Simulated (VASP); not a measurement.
An input for Ansatz (written as the equivalent of a VASP run, and not itself run):

Ansatz 0.2 input:
```yaml
crystal:
  lattice:
    - [2.7600000, 0.0000000, 0.0000000]
    - [-1.3800000, 2.3902300, 0.0000000]
    - [0.0000000, 0.0000000, 4.4600000]
  atoms:
    - { symbol: Re, position: [0.6666670, 0.3333330, 0.7500000] }
    - { symbol: Re, position: [0.3333330, 0.6666670, 0.2500000] }
kpoints:
  mp_grid: { grid: [14, 14, 8] }
hamiltonian:
  xc: pbesol
  pseudopotentials: { kind: paw }
scf:
  occupations: { method: methfessel_paxton, width: 0.1 }
  max_iter: 100
relax:
  max_steps: 60
  f_tol: 0.01
  cell: {}
output: { forces: true, stress: true, eigenvalues: true }
```

Q: Write the VASP files for the same calculation (PBEsol).

A: One answer among several that fit: 
**KPOINTS**
```
Automatic mesh
0
Gamma
14 14 8
0 0 0
```

### INCAR
```
SYSTEM = Re
PREC = Accurate
ENCUT = 480
EDIFF = 1E-6
NELM = 100
ALGO = Normal
LREAL = .FALSE.
LASPH = .TRUE.
ISMEAR = 1
SIGMA = 0.1
GGA = PS
LMAXMIX = 6
LWAVE = .FALSE.
LCHARG = .FALSE.
IBRION = 2
ISIF = 3
NSW = 60
EDIFFG = -0.01
```

POSCAR:
```
Re
1
    2.7600000000     0.0000000000     0.0000000000
   -1.3800000000     2.3902300000     0.0000000000
    0.0000000000     0.0000000000     4.4600000000
Re
2
Direct
  0.6666670000   0.3333330000   0.7500000000
  0.3333330000   0.6666670000   0.2500000000
```

POTCAR, in this order: Re (PBE.64 set). Program: vasp_std.

What does not carry over: each code has its own PAW files, so the cut-off isn't converted (ENCUT is set for VASP's; basis.ecutwfc is left out, and Ansatz then takes the one that its files recommend); Ansatz stops its SCF on the density residual and VASP on the energy change (EDIFF).

The compound is Re in the hcp structure. This run relaxes it. Symmetry was kept, so distortions that lower it aren't found.
